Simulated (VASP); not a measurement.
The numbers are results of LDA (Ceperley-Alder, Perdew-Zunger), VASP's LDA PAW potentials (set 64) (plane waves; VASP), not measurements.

A VASP calculation is set up with these files.

### KPOINTS
```
k-points along high-symmetry lines
15
Line-mode
Reciprocal
  0.000000   0.000000   0.000000 ! GAMMA
  0.500000   0.000000   0.500000 ! X

  0.500000   0.000000   0.500000 ! X
  0.625000   0.250000   0.625000 ! U

  0.375000   0.375000   0.750000 ! K
  0.000000   0.000000   0.000000 ! GAMMA

  0.000000   0.000000   0.000000 ! GAMMA
  0.500000   0.500000   0.500000 ! L

  0.500000   0.500000   0.500000 ! L
  0.500000   0.250000   0.750000 ! W

  0.500000   0.250000   0.750000 ! W
  0.500000   0.000000   0.500000 ! X
```

### INCAR
```
# general
SYSTEM =AuAl2
PREC   =Accurate
ENCUT  =400
LREAL  =.False.
LASPH  =.True.
ICHARG =11

# electronic loop
EDIFF  =1E-7
NELM   =100
ALGO   =Normal
LMAXMIX=6

# smearing
ISMEAR =0
SIGMA  =0.05

# output
LWAVE  =.False.
LCHARG =.False.
LORBIT =11
```

**POSCAR**
```
AuAl2
2.9792440
  0.0000000000   0.9999999376   0.9999999376
  0.9999999376   0.0000000000   0.9999999376
  0.9999999376   0.9999999376   0.0000000000
Al Au
2 1
Direct
  0.2500000000   0.2500000000   0.2500000000
  0.7500000000   0.7500000000   0.7500000000
  0.0000000000   0.0000000000   0.0000000000
```

POTCAR, in this order: Al Au (LDA.64 set). Program: vasp_std. Read from the step before: CHGCAR.

Output of the run:

File OSZICAR:
```
       N       E                     dE             d eps       ncg     rms          rms(c)
DAV:   1     0.496537613114E+02    0.49654E+02   -0.62072E+03  2272   0.936E+02
DAV:   2    -0.121938377899E+02   -0.61848E+02   -0.57415E+02  2468   0.183E+02
DAV:   3    -0.136578881995E+02   -0.14641E+01   -0.13885E+01  2760   0.274E+01
DAV:   4    -0.136705150922E+02   -0.12627E-01   -0.12618E-01  2628   0.283E+00
DAV:   5    -0.136707069509E+02   -0.19186E-03   -0.19184E-03  2680   0.346E-01
DAV:   6    -0.136707111944E+02   -0.42435E-05   -0.42430E-05  2700   0.499E-02
DAV:   7    -0.136707113216E+02   -0.12725E-06   -0.12765E-06  2680   0.796E-03
DAV:   8    -0.136707113264E+02   -0.47874E-08   -0.44264E-08  2036   0.129E-03
   1 F= -.13670711E+02 E0= -.13670518E+02  d E =-.386764E-03
```

OUTCAR:
```
 val. band max:        9.0706893043   @ k =   0.1429   0.0000   0.1429

 cond. band min:       9.1848248274   @ k =   0.5000   0.0000   0.5000



 k-point     1 :       0.0000    0.0000    0.0000
  band No.  band energies     occupation
      1      -2.8580      2.00000
      2       1.0959      2.00000
      3       1.0959      2.00000
      4       1.0959      2.00000
      5       2.0845      2.00000
      6       2.0845      2.00000
      7      10.1006      0.00000
      8      10.7959      0.00000
      9      10.7959      0.00000
     10      10.7959      0.00000
     11      11.8465      0.00000
     12      11.8465      0.00000

 k-point     2 :       0.0357    0.0000    0.0357
  band No.  band energies     occupation
      1      -2.8353      2.00000
      2       1.0861      2.00000
      3       1.1030      2.00000
      4       1.1030      2.00000
      5       2.0778      2.00000
      6       2.0883      2.00000
      7      10.0620      0.00000
      8      10.5004      0.00000
      9      10.5004      0.00000
     10      10.6526      0.00000
     11      11.9304      0.00000
     12      12.1652      0.00000

 k-point     3 :       0.0714    0.0000    0.0714
  band No.  band energies     occupation
      1      -2.7670      2.00000
      2       1.0571      2.00000
      3       1.1242      2.00000
      4       1.1242      2.00000
      5       2.0578      2.00000
      6       2.0995      2.00000
      7       9.9644      0.00000
      8       9.9747      0.00000
      9       9.9747      0.00000
     10      10.2682      0.00000
     11      12.1549      0.00000
     12      12.7604      0.00000

 k-point     4 :       0.1071    0.0000    0.1071
  band No.  band energies     occupation
      1      -2.6536      2.00000
      2       1.0111      2.00000
      3       1.1593      2.00000
      4       1.1593      2.00000
      5       2.0255      2.00000
      6       2.1175      2.00000
      7       9.4239      0.00000
...
```

The density is held fixed in this step, so its total energy and stress have no physical meaning. Unless said otherwise, spin-orbit coupling is left out, though it shifts the bands of the heavy elements here.

The compound is AuAl2 in the fluorite structure. It was relaxed first. The electron count is odd and the run is not spin-polarised, which forces a metal.
